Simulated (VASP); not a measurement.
Input:

```xyz
2
Lattice="0.0000 3.1097 3.1097 3.1097 0.0000 3.1097 3.1097 3.1097 0.0000" Properties=species:S:1:pos:R:3 pbc="T T T"
Ga     0.0000     0.0000     0.0000
Sb     1.5548     1.5548     1.5548
```

Calculation: PBE GGA, VASP's PBE PAW potentials (set 64) (plane waves; VASP). Settings: 520 eV cut-off, Gaussian smearing of 0.050 eV, potentials Ga_d Sb.

Unless said otherwise, spin-orbit coupling is left out, though it shifts the bands of the heavy elements here.

Q: Estimate the band gap (along the path) with the smallest direct gap where there is one.

A: 
| Item | Value |
|---|---|
| band gap (along the path) | none (metal, semimetal or under 0.01 eV) |

Only differences to runs with the same potentials and settings are physical.

The compound is GaSb in the zinc blende structure. It was relaxed first, which changed the volume by +6 %.
